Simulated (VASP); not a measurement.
# BP: input slips in a band-gap run and what they do, part 2 of 2

Aim: see how common mistakes in a band-structure run show up, on BP. The starting structure is a measured crystal structure from the Crystallography Open Database. Cell and atoms stay as given unless a step says otherwise.

VASP 6.6.1.

Results so far: reference 1.196 eV; one electron missing no gap to read; a k mesh far too coarse and no band path 1.261 eV.

### 5. Bands with a fixed density without a density file

Level of this step: LDA; plane waves and PAW (P, B) (VASP).

A slip made on purpose: a fixed density without a density file. Against step 2 the input has ICHARG = 11 (also changed: NELM).

Input file INCAR:

```
SYSTEM = BP
PREC = Accurate
ENCUT = 370
EDIFF = 1E-06
NELM = 60
ISMEAR = 0
SIGMA = 0.03
LREAL = .FALSE.
ALGO = Normal
GGA = CA
NBANDS = 16
LORBIT = 11
LWAVE = .FALSE.
LCHARG = .FALSE.
KPAR = 8
LASPH = .TRUE.
ICHARG = 11
```

Input file POSCAR:

```
BP
1.0
    0.0000000000      2.2690000000      2.2690000000
    2.2690000000      0.0000000000      2.2690000000
    2.2690000000      2.2690000000      0.0000000000
P B
1 1
Direct
    0.7500000000      0.7500000000      0.7500000000
    0.0000000000      0.0000000000      0.0000000000
```

Input file KPOINTS:

```
Automatic mesh
0
Gamma
8 8 8
0 0 0
```

Input file KPOINTS_OPT:

```
Line mode
10
Line-mode
Reciprocal
  0.00000000   0.00000000   0.00000000 GAMMA
  0.50000000   0.00000000   0.50000000 X

  0.50000000   0.00000000   0.50000000 X
  0.50000000   0.25000000   0.75000000 W

  0.50000000   0.25000000   0.75000000 W
  0.37500000   0.37500000   0.75000000 K

  0.37500000   0.37500000   0.75000000 K
  0.00000000   0.00000000   0.00000000 GAMMA

  0.00000000   0.00000000   0.00000000 GAMMA
  0.50000000   0.50000000   0.50000000 L

  0.50000000   0.50000000   0.50000000 L
  0.62500000   0.25000000   0.62500000 U

  0.62500000   0.25000000   0.62500000 U
  0.50000000   0.25000000   0.75000000 W

  0.50000000   0.25000000   0.75000000 W
  0.50000000   0.50000000   0.50000000 L

  0.50000000   0.50000000   0.50000000 L
  0.37500000   0.37500000   0.75000000 K

  0.62500000   0.25000000   0.62500000 U
  0.50000000   0.00000000   0.50000000 X
```

The projector-augmented-wave data sets are P and B (LDA family, release 64).

Launch:

```bash
$ mpirun -np 8 vasp_std
```

Output:

```text
[banner, memory and clock lines left out]
running    8 mpi-ranks, on    1 nodes
[...]
|                                                                             |
|           W    W    AA    RRRRR   N    N  II  N    N   GGGG   !!!           |
|           W    W   A  A   R    R  NN   N  II  NN   N  G    G  !!!           |
|           W    W  A    A  R    R  N N  N  II  N N  N  G       !!!           |
|           W WW W  AAAAAA  RRRRR   N  N N  II  N  N N  G  GGG   !            |
|           WW  WW  A    A  R   R   N   NN  II  N   NN  G    G                |
|           W    W  A    A  R    R  N    N  II  N    N   GGGG   !!!           |
|                                                                             |
|     For optimal performance we recommend to set                             |
|       NCORE = 2 up to number-of-cores-per-socket                            |
|     NCORE specifies how many cores store one orbital (NPAR=cpu/NCORE).      |
|     This setting can greatly improve the performance of VASP for DFT.       |
[...]
LDA part: xc-table for (Slater(with rela. corr.)+CA(PZ))
 , standard interpolation
 POSCAR, INCAR and KPOINTS ok, starting setup
[...]
WARNING: CHGCAR is incomplete
|                                                                             |
|     EEEEEEE  RRRRRR   RRRRRR   OOOOOOO  RRRRRR      ###     ###     ###     |
|     E        R     R  R     R  O     O  R     R     ###     ###     ###     |
|     E        R     R  R     R  O     O  R     R     ###     ###     ###     |
|     EEEEE    RRRRRR   RRRRRR   O     O  RRRRRR       #       #       #      |
|     E        R   R    R   R    O     O  R   R                               |
|     E        R    R   R    R   O     O  R    R      ###     ###     ###     |
|     EEEEEEE  R     R  R     R  OOOOOOO  R     R     ###     ###     ###     |
|                                                                             |
|     ERROR: charge density could not be read from file CHGCAR for            |
|     ICHARG>10                                                               |
|                                                                             |
|       ---->  I REFUSE TO CONTINUE WITH THIS SICK JOB ... BYE!!! <----       |
|                                                                             |

1
1
1
1
1
1
1
1
```

The job ended after 5.8 s (8 MPI ranks of Intel Xeon Platinum 8259CL at 2.50GHz (Skylake/Cascade Lake), shared host).

VASP stopped with this message: “ERROR: charge density could not be read from file CHGCAR for ICHARG>10”.

### 6. Bands with too few electronic steps

A slip made on purpose: too few electronic steps. Against step 2 the input has NELM = 4.

INCAR, as its differences from that of step 5:

```diff
@@ -4,3 +4,3 @@
 EDIFF = 1E-06
-NELM = 60
+NELM = 4
 ISMEAR = 0
@@ -16,2 +16 @@
 LASPH = .TRUE.
-ICHARG = 11
```

POSCAR is that of step 5.

KPOINTS is that of step 5.

KPOINTS_OPT is that of step 5.

Launch:

```bash
$ mpirun -np 8 vasp_std
```

Output:

```text
[... set-up lines as in an earlier step ...]
 entering main loop
       N       E                     dE             d eps       ncg     rms          rms(c)
[... 4 cycles as in an earlier step ...]
 -----------------------------------------------------------------------------
|                                                                             |
|           W    W    AA    RRRRR   N    N  II  N    N   GGGG   !!!           |
|           W    W   A  A   R    R  NN   N  II  NN   N  G    G  !!!           |
|           W    W  A    A  R    R  N N  N  II  N N  N  G       !!!           |
|           W WW W  AAAAAA  RRRRR   N  N N  II  N  N N  G  GGG   !            |
|           WW  WW  A    A  R   R   N   NN  II  N   NN  G    G                |
|           W    W  A    A  R    R  N    N  II  N    N   GGGG   !!!           |
|                                                                             |
|     The electronic self-consistency was not achieved in the given           |
|     number of steps (NELM). The forces and other quantities evaluated       |
|     might not be reliable so examine the results carefully. If you find     |
|     spurious results, we suggest increasing NELM, if you were close to      |
|     convergence or switching to a different ALGO or adjusting the           |
|     density mixing parameters otherwise.                                    |
|                                                                             |
 -----------------------------------------------------------------------------

   1 F= -.15209149E+02 E0= -.15209149E+02  d E =-.749772E-27
 Start KPOINTS_OPT (optional k-point list driver)
k-point batch [1-29\100]
       N       E                     dE             ncg
DAV:   1     0.643160745432E+03   -0.64853E+04      928
DAV:   2     0.116897377633E+03   -0.52626E+03     1248
DAV:   3     0.105067802940E+03   -0.11830E+02     1136
DAV:   4     0.105042213568E+03   -0.25589E-01     1224
[...]
k-point batch [88-100\100]
       N       E                     dE             ncg
DAV:   1     0.434883829638E+04   -0.37271E+04      424
DAV:   2     0.411647007059E+04   -0.23237E+03      544
DAV:   3     0.411180571890E+04   -0.46644E+01      544
DAV:   4     0.411179539361E+04   -0.10325E-01      496
```

Run time: 1.8 s. Hardware: 8 MPI ranks; peak memory 0.89 GiB.

Parts of OUTCAR (step 6):

```text
  Total        0.8272168      0.8272168      0.8272168     -0.0000000      0.0000000     -0.0000000
  in kB       56.7278634     56.7278634     56.7278634     -0.0000000      0.0000000     -0.0000000
  external PRESSURE =      56.7278634 kB  Pullay stress =       0.0000000 kB

  FREE ENERGIE OF THE ION-ELECTRON SYSTEM (eV)
  ---------------------------------------------------
  free  energy   TOTEN  =       -15.2091490469 eV

  energy  without entropy=      -15.2091490469  energy(sigma->0) =      -15.20914905

[... 3 parts as in an earlier step ...]

[... 1 further part left out ...]
[key lines of the parts left out:]
E-fermi :   6.5303
```

The electronic loop didn't reach EDIFF within its 4 cycles (NELM).

### 7. The runs compared

| run | ended | gap (eV) | change (eV) | core minutes |
| --- | --- | --- | --- | --- |
| reference | converged | 1.196 | - | 0.347 |
| one electron missing | converged | none | - | 0.373 |
| a k mesh far too coarse and no band path | converged | 1.261 | 0.065 | 0.133 |
| a fixed density without a density file | stopped by VASP | - | - | 0.773 |
| too few electronic steps | not converged | - | - | 0.24 |

Core minutes are wall time times ranks of the run shown, on a shared host.

### 8. Summary of results

```yaml
reference_gap: 1.196 eV
gap_with_one_electron_missing: none to read from the occupations
gap_with_a_k_mesh_far_too_coarse_and_no_band_path: 1.261 eV
run_with_a_fixed_density_without_a_density_file: stopped by VASP
run_with_too_few_electronic_steps: not converged
```

In words: VASP stopped by itself in the run with a fixed density without a density file. The run with too few electronic steps didn't converge. Finished, but with signs in the output that stand out against the reference: one electron missing, with no gap to read, since by its occupations the run counts as a metal (its levels may still leave one) (signs: a warning on the charge density and a stress of up to 80.1 GPa); a k mesh far too coarse and no band path, with the gap changed by +0.06 eV (signs: a stress that differs by up to 3.4 GPa). Further runs on this material are not shown.

[Lines on the potential files, build, host, timing and source positions are cut from VASP's logs without a mark.]

[Logs are printed without paths, hosts, clocks, repeated set-up lines and the standing remarks that a program may print on its own settings, such as how far it seeks lower states.]

[Hosts, paths, dates, database ids (printed as entryN), source tags and the programs' standing remarks are cut or masked in the printed files.]
